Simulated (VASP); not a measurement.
Runs of VASP 6.6.1 on AlC6. All rows change the cell; the cell of one of them follows. The structure is cubic, space group Pm-3m (No. 221). The conventional cell has a = 4.732 Å, b = 4.732 Å, c = 4.732 Å, α = 90.00°, β = 90.00°, γ = 90.00°. Al (site symmetry m-3m) has 24 C at 3.49 Å as nearest neighbours. C (site symmetry 4mm) has 5 C at 1.94 to 1.99 Å as nearest neighbours. The cell was built by a generator and needn't be a form met in nature.

```csv
task,cell,k mesh,cutoff (eV),mesh quality,gap on the mesh (eV),pressure (GPa),relaxed volume (Å³/atom),largest force (eV/Å)
single point,"species swapped into the SiB6 type (Pm-3m, No. 221)",4 × 4 × 4,520,not flagged,none,(b),-,1.28
relaxation of cell and atoms,"relaxed from: species swapped into the SiB6 type (Pm-3m, No. 221)",4 × 4 × 4,600,not flagged,-,0.3,(a),0.01
single point,"species swapped into the SiB6 type (Pm-3m, No. 221)",4 × 4 × 4,520,coarse,none,-0.3,-,0.03
relaxation of cell and atoms,"relaxed from: species swapped into the SiB6 type (Pm-3m, No. 221)",10 × 10 × 10,600,not flagged,-,0.0,8.35,0.01
single point,"species swapped into the SiB6 type (Pm-3m, No. 221)",10 × 10 × 10,520,not flagged,none,0.0,-,0.03
```

Alike in all rows: level PBE; potentials or basis VASP PAW PBE potentials, release 64 (Al, C); no spin polarisation; smearing gaussian 0.1 eV.

Question: Estimate the missing entries.

Answer: (a) 8.44; (b) -16.8.

Caveats: some runs use coarse meshes; the bands computed are all filled at some k points, so no gap is given (some runs); so large a pressure means that the cell lies far from this level's equilibrium, or that cutoff or potentials fall short (some runs); forces of over 1 eV/Å show positions far from the minimum, so gaps and moduli don't describe the material at rest (some runs); the volume moved by over 15 % at a fixed basis, so the end points are rough (some runs).

A gap of «none» marks a metal or a gap under the smearing width.
